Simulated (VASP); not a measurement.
These are PBEsol GGA, VASP's PBE PAW potentials (set 64) (plane waves; VASP 6.6.1) values and carry that method's errors.

VASP ran on this input.

INCAR:
```
SYSTEM = Cs
PREC = Accurate
ENCUT = 400
EDIFF = 1E-6
NELM = 100
ALGO = Normal
LREAL = .FALSE.
LASPH = .TRUE.
ISMEAR = 1
SIGMA = 0.1
GGA = PS
LMAXMIX = 4
LWAVE = .FALSE.
LCHARG = .FALSE.
IBRION = 2
ISIF = 3
NSW = 60
EDIFFG = -0.01
```

File POSCAR:
```
Cs
1
    4.9867550000     0.0000000000     0.0000000000
    0.0000000000     4.9867550000     0.0000000000
    0.0000000000     0.0000000000     4.9867550000
Cs
1
Direct
  0.0000000000   0.0000000000   0.0000000000
```

**KPOINTS**
```
Automatic mesh
0
Gamma
7 7 7
0 0 0
```

POTCAR, in this order: Cs_sv (PBE.64 set). Program: vasp_std.

Energy and stress use the plane-wave basis of the starting cell. Unless said otherwise, spin-orbit coupling is left out, though it shifts the bands of the heavy elements here.

### Question
Predict the energy per atom (σ→0), volume per atom, band gap (on the k-mesh).

### Answer

```
Property                                                    Result
------------------------  ----------------------------------------
energy per atom (σ→0)                               -0.847 eV/atom
band gap (on the k-mesh)  none (metal, semimetal or under 0.01 eV)
volume per atom                                    119.92 Å^3/atom
```

**OSZICAR**
```
...
       N       E                     dE             d eps       ncg     rms          rms(c)
DAV:   1    -0.849980698799E+00   -0.34116E-02   -0.73253E-02   336   0.175E+00    0.235E-01
DAV:   2    -0.847422085073E+00    0.25586E-02   -0.35124E-03   328   0.373E-01    0.108E-01
DAV:   3    -0.846623178730E+00    0.79891E-03   -0.30078E-03   336   0.327E-01    0.224E-02
DAV:   4    -0.846623982827E+00   -0.80410E-06   -0.14343E-05   376   0.324E-02    0.955E-03
DAV:   5    -0.846625439438E+00   -0.14566E-05   -0.34923E-06   408   0.117E-02    0.207E-03
DAV:   6    -0.846624652652E+00    0.78679E-06   -0.17155E-07   184   0.376E-03
   4 F= -.84662465E+00 E0= -.84705832E+00  d E =-.810264E-03
```

The structure was generated: Cs was put into the simple-cubic type (Pm-3m), which need not be its known phase. This run relaxes it. Symmetry was kept, so distortions that lower it aren't found.
